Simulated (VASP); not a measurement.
Wanted: the native input for a VASP 6.6.1 run.

```yaml
Task: relaxation of cell and atoms
Functional: LDA
Potentials_or_basis: VASP PAW LDA potentials, release 64 (Se, W_sv)
Cutoff: 600 eV
k_mesh: 12 × 12 × 1
Occupations: gaussian, width 0.03 eV
Spin: no spin polarisation
Further_INCAR_settings: ALGO = Normal; EDIFF = 1e-07; IBRION = 2; EDIFFG = -0.005; NSW = 90; ISIF = 3
```

The structure of WSe2 lies in POSCAR:

```
WSe2                                    
1.0
    3.2538074386     -0.0000000000      0.0000000000
   -1.6269037193      2.8178799024      0.0000000000
    0.0000000000      0.0000000000     27.8312600000
  Se              W             
     4     2
Direct
     0.3333333300000021    0.6666666699999979    0.3249104137300286
     0.3333333300000021    0.6666666699999979    0.4449020158705778
     0.6666666699999979    0.3333333300000021    0.5550979841294225
     0.6666666699999979    0.3333333300000021    0.6750895862699712
     0.6666666699999979    0.3333333300000021    0.3848294625664461
     0.3333333300000021    0.6666666699999979    0.6151705374335540
```

The input as run:

INCAR

```
SYSTEM = WSe2
ALGO = Normal ; EDIFF = 1E-7
EDIFFG = -0.005 ; ENCUT = 600
GGA = CA ; IBRION = 2
ISIF = 3 ; ISMEAR = 0
KPAR = 2 ; LASPH = .True.
LATTICE_CONSTRAINTS = .TRUE. .TRUE. .FALSE. ; LCHARG = .False.
LREAL = .False. ; LWAVE = .False.
NELM = 80 ; NSW = 90
PREC = Accurate ; SIGMA = 0.03
```

KPOINTS

```
k-points
0
Gamma
  12 12 1
  0 0 0
```

Potentials or basis: VASP PAW LDA potentials, release 64 (Se, W_sv).

Command:

```bash
$ cat potpaw_LDA.64/Se/POTCAR potpaw_LDA.64/W_sv/POTCAR > POTCAR
$ mpirun -np 2 vasp_std > vasp.out
```

It gave:

```
Relaxed volume                         : 42.52 Å³/atom
Relaxed cell                           : a = 3.253 Å, b = 3.253 Å, c = 27.831 Å, α = 90.00°, β = 90.00°, γ = 120.00°
Space group after relaxing (to 0.05 Å) : P-3m1 (No. 164)
Energy gained by relaxing              : 0.0 meV/atom
Ionic steps                            : 3
Band gap on the k mesh                 : 1.28 eV, indirect (least direct gap 1.68 eV)
```

Caveat: spin-orbit coupling is left out, which moves the levels of the heavy elements.

Wall time 3.3 min on 2 MPI ranks on Intel(R) Xeon(R) 6975P-C (Granite Rapids) (shared host), peak memory 0.44 GiB a rank.
